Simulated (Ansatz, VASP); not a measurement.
# Cross-check of ZrB2 between VASP and Ansatz, part 2 of 2

Wanted: the spread between two codes on one cell, functional and k mesh. Of the first pair: The structure shown is the end of the Ansatz relaxation below.

VASP 6.6.1 and Ansatz 0.2.0.

So far. Step 3 (VASP: single point, PBEsol): The run ends at a pressure of -4.75 GPa.

## 5. VASP: zone-centre phonons, PBEsol

Level of this step: PBEsol; plane waves and PAW (B, Zr_sv) (VASP).

Second derivatives magnify differences that forces hide, and they need a tight electronic threshold. The cell compared in this pair holds 28.52 Å³, against 30.99 Å³ for the pair before.

File INCAR:

```
SYSTEM = ZrB2
PREC = Accurate
ENCUT = 500
EDIFF = 1E-08
NELM = 120
ISMEAR = 1
SIGMA = 0.2
LREAL = .FALSE.
ALGO = Normal
GGA = PS
NBANDS = 15
LASPH = .TRUE.
LORBIT = 11
LWAVE = .FALSE.
LCHARG = .FALSE.
ISIF = 2
IBRION = 8
GGA_COMPAT = .FALSE.
KPAR = 2
```

File POSCAR:

```
ZrB2
1.0
    3.0285495058      0.0000000000      0.0000000000
   -1.5142747529      2.6228008086      0.0000000000
    0.0000000000      0.0000000000      3.5901084800
B Zr
2 1
Direct
    0.3333333333      0.6666666667      0.5000000000
    0.6666666667      0.3333333333      0.5000000000
    0.0000000000      0.0000000000      0.0000000000
```

File KPOINTS:

```
Automatic mesh
0
Gamma
15 15 12
0 0 0
```

Potentials, in the order of the species: B and Zr_sv (PBE family, release 64).

On the command line:

```bash
mpirun -np 2 vasp_std
```

Numbers of over 12 decimals in the logs are rounded to 6 here.

Log:

```text
[banner, memory and clock lines left out]
running    2 mpi-ranks, on    1 nodes
[...]
[... a notice as in an earlier step ...]

 LDA part: xc-table for (Slater+PW92), standard interpolation
 POSCAR, INCAR and KPOINTS ok, starting setup
[...]
entering main loop
       N       E                     dE             d eps       ncg     rms          rms(c)
DAV:   1     0.100495999323E+03    0.10050E+03   -0.95542E+03  5678   0.117E+03
DAV:   2    -0.249243931689E+02   -0.12542E+03   -0.12087E+03  7105   0.304E+02
DAV:   3    -0.290970543382E+02   -0.41727E+01   -0.41453E+01  9081   0.477E+01
DAV:   4    -0.291683507536E+02   -0.71296E-01   -0.71288E-01  6497   0.576E+00
[...]
DAV:  14    -0.262095575654E+02    0.17258E-07   -0.45493E-08  6272   0.191E-03    0.648E-04
DAV:  15    -0.262095575456E+02    0.19822E-07   -0.37933E-09  3668   0.601E-04    0.257E-04
DAV:  16    -0.262095575387E+02    0.69085E-08   -0.16521E-09  3178   0.356E-04
   1 F= -.26209558E+02 E0= -.26209785E+02  d E =0.681519E-03
[...]
RMM:  22    -0.613620094557E+00    0.80296E-07   -0.31650E-09 28654   0.253E-04    0.127E-05
RMM:  23    -0.613620112684E+00   -0.18127E-07    0.80352E-09 27498   0.214E-04    0.161E-05
RMM:  24    -0.613620109245E+00    0.34382E-08    0.10639E-08 21986   0.183E-04    0.193E-05
 first order change of Fermi-energy   0.59527E-04
 force on displaced ion       3 direction 1 : -14.543  -0.000   0.000
 Linear response progress:
  Degree of freedom:   4/  4
       N       E                     dE             d eps       ncg     rms          rms(c)
RMM:   1    -0.778240125669E+00   -0.77824E+00    0.26175E+00  6668   0.146E+01
RMM:   2    -0.719050129011E+00    0.59190E-01   -0.15625E-01  8835   0.265E+00    0.215E-01
RMM:   3    -0.722789102176E+00   -0.37390E-02   -0.36176E-02 10255   0.795E-01    0.661E-02
RMM:   4    -0.725168436384E+00   -0.23793E-02   -0.63284E-03 11889   0.286E-01    0.337E-02
[...]
RMM:  37    -0.725225990236E+00    0.13825E-07    0.10737E-07  5639   0.465E-05    0.171E-06
RMM:  38    -0.725226002503E+00   -0.12267E-07   -0.38948E-08  5254   0.422E-05    0.230E-06
RMM:  39    -0.725225995490E+00    0.70132E-08    0.61434E-08  5053   0.384E-05    0.283E-06
 first order change of Fermi-energy  -0.76706E-04
 force on displaced ion       3 direction 3 :  -0.000  -0.000 -15.968
 Linear response finished
```

OUTCAR, selected parts (step 5):

```text
  Total        4.7486650      4.7486650      0.0623610      0.0000000      0.0000000      0.0000000
  in kB      266.7930787    266.7930787      3.5036148      0.0000000      0.0000000      0.0000000
  external PRESSURE =     179.0299241 kB  Pullay stress =       0.0000000 kB

 POSITION                                       TOTAL-FORCE (eV/Angst)
 -----------------------------------------------------------------------------------
     -0.00000      1.74853      1.79505         0.000000      0.000000      0.000000
      1.51427      0.87427      1.79505         0.000000      0.000000     -0.000000
      0.00000      0.00000      0.00000        -0.000000      0.000000     -0.000000
 -----------------------------------------------------------------------------------
    total drift:                               -0.000000      0.000000      0.000000

[... 1 part as in an earlier step ...]

[... 1 further part left out ...]
```

## 6. Ansatz: zone-centre phonons, PBEsol

The same cell, functional, mesh and smearing now go to Ansatz, which takes its cutoff from its data sets.

The cell is taken from a series of runs on this material, whose earlier steps may have relaxed, scaled, displaced or heated it; both programs get it as it stands.

File input.yaml:

```yaml
crystal:
  lattice:
    - [3.0285495058, 0.0, 0.0]
    - [-1.5142747529, 2.6228008086, 0.0]
    - [0.0, 0.0, 3.59010848]
  atoms:
    - { symbol: B, position: [0.3333333333, 0.6666666667, 0.5] }
    - { symbol: B, position: [0.6666666667, 0.3333333333, 0.5] }
    - { symbol: Zr, position: [0.0, 0.0, 0.0] }
kpoints:
  mp_grid: { grid: [15, 15, 12] }
hamiltonian:
  xc: pbesol
  pseudopotentials: { kind: paw, azcp: { folder: soft_1 }, xc_functional: pbe }
scf:
  occupations: { method: methfessel_paxton, width: 0.2 }
output:
  eigenvalues: true
phonons:
  method: dfpt
```

On the command line:

```bash
ansatz run input.yaml --threads 4 --pin off --max-ram 10240MiB --backend cpu --events-out ev --progress --plain --runs-dir out
```

Log:

```text
zone centre: on kpoints.mp_grid the ground state, and the responses unless they are solved on pairs of k-points, stand on 448 of the mesh's 2700 k-points, reduced under 4 symmetry operations, with k and −k counted as one. Each operation leaves every solved displacement unchanged or reverses it
[...]
Crystal: 3 atoms, lattice volume = 28.517 Å³
[...]
k mesh reduced under 4 symmetry operations, with k and −k counted as one. Each operation leaves every solved displacement unchanged or reverses it
  ASR residual: 6.160e-6 → 0.000e0 eV/Å²; symmetrization residual: 3.571e-7 eV/Å²
  ASR residual per site (eV/Å²): 2.62e-6 2.62e-6 6.16e-6
  Γ frequencies (cm⁻¹): 0.00 0.00 0.00 474.97 474.97 496.51 607.41 929.88 929.88
  non-analytic LO–TO correction: not included (Born effective charges unavailable; polar crystals: no LO–TO splitting at Γ)
[key lines of the parts left out:]
SCF converged after 9 iterations
Free energy (F): -4437.055567 eV
Fermi energy:    16.842513 eV
```

## 7. Differences

The two programs side by side:

| quantity | Ansatz | VASP | difference |
| --- | --- | --- | --- |
| optical mode 1 to 2 (cm⁻¹) | 475.0 | 475.5 | -0.11 % |
| optical mode 3 (cm⁻¹) | 496.5 | 498.4 | -0.38 % |
| optical mode 4 (cm⁻¹) | 607.4 | 607.6 | -0.03 % |
| optical mode 5 to 6 (cm⁻¹) | 929.9 | 933.2 | -0.36 % |

Modes are paired by rising frequency, not by their patterns, so a pair may set unlike modes beside each other; they are those without the splitting of longitudinal modes.

## 8. Outcome

| Quantity | Value |
| --- | --- |
| difference in pressure (single point, PBEsol) | -0.29 GPa |
| r.m.s. difference of the optical zone-centre modes, each program's sorted by frequency (zone-centre phonons, PBEsol) | 2.1 cm⁻¹ |

**Reading.** The difference in pressure is -0.29 GPa (single point, PBEsol), within the 1 GPa picked in this series as the mark of a large difference. How closely two codes agree says nothing of how well the functional describes the real material.

[Lines on the potential files, build, host, timing and source positions are cut from VASP's logs without a mark.]

[Logs are printed without paths, hosts, clocks, repeated set-up lines and the standing remarks that a program may print on its own settings, such as how far it seeks lower states.]

[Hosts, paths, dates, database ids (printed as entryN), source tags and the programs' standing remarks are cut or masked in the printed files.]
